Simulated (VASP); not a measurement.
Computed with PBE GGA, VASP's PBE PAW potentials (set 64) (plane waves; VASP).

VASP input:

File POSCAR:
```
SbMo
1
    5.6608710000     0.0000000000     0.0000000000
   -2.8304360000     4.9024580000     0.0000000000
    0.0000000000     0.0000000000     4.5678370000
Mo Sb
3 3
Direct
  0.5000000000   0.0000000000   0.0000000000
  0.5000000000   0.5000000000   0.0000000000
  0.0000000000   0.5000000000   0.0000000000
  0.0000000000   0.0000000000   0.0000000000
  0.3333330000   0.6666670000   0.5000000000
  0.6666670000   0.3333330000   0.5000000000
```

**KPOINTS**
```
Automatic mesh
0
Gamma
4 4 4
0 0 0
```

### INCAR
```
# general
SYSTEM   =  SbMo
PREC     =  Accurate
ENCUT    =  300
LREAL    =  .FALSE.
LASPH    =  .TRUE.

# electronic loop
EDIFF    =  1E-6   # SCF stop (eV)
NELM     =  100   # most electronic steps
ALGO     =  Normal
LMAXMIX  =  4   # l cut-off of mixed one-centre charges

# smearing
ISMEAR   =  0
SIGMA    =  0.2

# functional
GGA      =  PE   # PBE

# ions
ISIF     =  2

# output
LWAVE    =  .FALSE.
LCHARG   =  .FALSE.
```

POTCAR, in this order: Mo_sv Sb (PBE.64 set). Program: vasp_std.

Output of the run:

File OSZICAR:
```
       N       E                     dE             d eps       ncg     rms          rms(c)
DAV:   1     0.390526161332E+03    0.39053E+03   -0.24636E+04  1048   0.994E+02
DAV:   2    -0.248380484158E+02   -0.41536E+03   -0.40966E+03  1002   0.338E+02
DAV:   3    -0.445221070876E+02   -0.19684E+02   -0.19130E+02  1020   0.647E+01
DAV:   4    -0.452149322593E+02   -0.69283E+00   -0.68274E+00  1150   0.114E+01
DAV:   5    -0.452389877960E+02   -0.24056E-01   -0.23680E-01  1068   0.144E+00    0.216E+01
DAV:   6    -0.441171770800E+02    0.11218E+01   -0.40974E+00   984   0.111E+01    0.752E+00
DAV:   7    -0.438532124340E+02    0.26396E+00   -0.13942E+00  1034   0.326E+00    0.399E+00
DAV:   8    -0.437823832500E+02    0.70829E-01   -0.33462E-01   930   0.294E+00    0.770E-01
DAV:   9    -0.437812379519E+02    0.11453E-02   -0.15717E-02  1088   0.566E-01    0.362E-01
DAV:  10    -0.437811961800E+02    0.41772E-04   -0.19715E-03  1002   0.268E-01    0.132E-01
DAV:  11    -0.437812636861E+02   -0.67506E-04   -0.17064E-04  1124   0.587E-02    0.358E-02
DAV:  12    -0.437812807500E+02   -0.17064E-04   -0.49771E-05  1000   0.295E-02    0.139E-02
DAV:  13    -0.437812814845E+02   -0.73456E-06   -0.60360E-06   908   0.922E-03
   1 F= -.43781281E+02 E0= -.43731437E+02  d E =-.996899E-01
```

### OUTCAR
```
------------------------ aborting loop because EDIFF is reached ----------------------------------------
  FORCE on cell =-STRESS in cart. coord.  units (eV):
  Direction    XX          YY          ZZ          XY          YZ          ZX
  --------------------------------------------------------------------------------------
  Total        0.9564413      0.9564413      1.5906853     -0.0000001      0.0000000     -0.0000000
  in kB       12.0881875     12.0881870     20.1042142     -0.0000012      0.0000000     -0.0000000
  external PRESSURE =      14.7601963 kB  Pullay stress =       0.0000000 kB
  volume of cell :      126.77
      direct lattice vectors                 reciprocal lattice vectors
     5.660871000  0.000000000  0.000000000     0.176651261  0.101989673  0.000000000
    -2.830436000  4.902458000  0.000000000     0.000000000  0.203979310  0.000000000
     0.000000000  0.000000000  4.567837000     0.000000000  0.000000000  0.218921997
 POSITION                                       TOTAL-FORCE (eV/Angst)
 -----------------------------------------------------------------------------------
      2.83044      0.00000      0.00000         0.000000      0.000000     -0.000000
      1.41522      2.45123      0.00000         0.000000      0.000000     -0.000000
     -1.41522      2.45123      0.00000         0.000000      0.000000     -0.000000
      0.00000      0.00000      0.00000        -0.000000      0.000000     -0.000000
     -0.00000      3.26831      2.28392        -0.000000      0.000000     -0.000000
      2.83044      1.63415      2.28392         0.000000      0.000000      0.000000
 -----------------------------------------------------------------------------------
    total drift:                               -0.000000      0.000000     -0.000000
  FREE ENERGIE OF THE ION-ELECTRON SYSTEM (eV)
  ---------------------------------------------------
  free  energy   TOTEN  =       -43.7812814845 eV

  energy  without entropy=      -43.6815915824  energy(sigma->0) =      -43.73143653
```
(Selected blocks of OUTCAR.)

At this cut-off the stress carries a Pulay error, which pulls relaxed volumes low.

The structure was generated: SbMo was put into an ordered model structure, which need not be its known phase. The cell was not relaxed at this level. The k-mesh is coarse (spacing up to 0.34 per Å, 2π included), so the numbers may not be converged in it. The run is one of a series of settings (KPOINTS 4×4×4 Γ-centred mesh against the base run), some of them coarse on purpose. The electron count is odd and the run is not spin-polarised, which forces a metal.
